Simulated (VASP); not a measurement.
```
CoGa
1.0
    2.81505     0.00000     0.00000
    0.00000     2.81505     0.00000
    0.00000     0.00000     2.81505
Ga Co
1 1
Direct
  0.50000   0.50000   0.50000
  0.00000   0.00000   0.00000
```

Computed with optB88-vdW, VASP's PBE PAW potentials (set 64) (plane waves; VASP). Run with 520 eV cut-off, 13×13×13 Γ-centred mesh, first-order Methfessel-Paxton smearing of 0.10 eV, potentials Ga_d Co.

Task: Give the stress tensor in GPa (positive for a compressed cell).

Result: 
```
12.80   0.00   0.00
 0.00  12.80   0.00
 0.00   0.00  12.80
```
The pressure is its mean diagonal, 12.80 GPa.

The compound is CoGa in the CsCl type structure. This cell is one point of a volume scan, at 0.94 of the reference volume. The run is not spin-polarised, so no magnetic state was tried.
